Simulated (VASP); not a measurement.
Method: PBE GGA, VASP's PBE PAW potentials (set 64) (plane waves; VASP 6.6.1).

A VASP calculation is set up with these files.

### INCAR
```
# general
SYSTEM   =  Mo
PREC     =  Accurate
ENCUT    =  400   # plane-wave cut-off (eV)
LREAL    =  .False.   # projection in real space or not
LASPH    =  .True.   # aspherical one-centre terms

# electronic loop
EDIFF    =  1E-6   # SCF stop (eV)
NELM     =  100   # most electronic steps
ALGO     =  Normal
LMAXMIX  =  4

# smearing
ISMEAR   =  1   # Methfessel-Paxton
SIGMA    =  0.1   # width (eV)

# functional
GGA      =  PE   # PBE

# ions
ISIF     =  2   # forces and stress, cell fixed

# output
LWAVE    =  .False.
LCHARG   =  .False.
```

**KPOINTS**
```
K-points
0
G
14 14 14
```

File POSCAR:
```
Mo
1
   -1.6065000000     1.6065000000     1.6065000000
    1.6065000000    -1.6065000000     1.6065000000
    1.6065000000     1.6065000000    -1.6065000000
Mo
1
Direct
  0.0000000000   0.0000000000   0.0000000000
```

POTCAR, in this order: Mo_sv (PBE.64 set). Program: vasp_std.

### Question
What will the output report for the number of irreducible k-points (NKPTS), number of bands (NBANDS), largest plane-wave count, number of space-group operations, FFT grid (NGX, NGY, NGZ)?

### Answer

| Quantity | Result |
|---|---|
| number of irreducible k-points (NKPTS) | 104 |
| number of bands (NBANDS) | 11 |
| largest plane-wave count | 321 |
| number of space-group operations | 48 |
| FFT grid (NGX, NGY, NGZ) | 18 × 18 × 18 |

The compound is Mo in the bcc structure. The cell was not relaxed at this level.
